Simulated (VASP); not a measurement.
## SnTe (relaxed from the zinc blende structure, space group F-43m): computed properties

The numbers are results of PBEsol GGA, VASP's PBE PAW potentials (set 64) (plane waves; VASP), not measurements.

For SnTe, the space group comes out as F-43m (216) and the cell is a = b = c = 7.0874 Å, α = β = γ = 90.00°. The volume per atom is 44.50 Å^3/atom. The band gap (over mesh and band path) is none (metal, semimetal or under 0.01 eV) and the density comes out as 4.60 g/cm³.

```
SnTe
1.0
    0.00000     3.54369     3.54369
    3.54369     0.00000     3.54369
    3.54369     3.54369     0.00000
Sn Te
1 1
Cartesian
  7.08738   7.08738   7.08738
  1.77185   1.77185   1.77185
```

Unless said otherwise, spin-orbit coupling is left out, though it shifts the bands of the heavy elements here.

The structure was generated: SnTe was put into the zinc blende type (F-43m), which need not be its known phase. It was relaxed first, which changed the volume by +36 %. Symmetry was kept, so distortions that lower it aren't found.
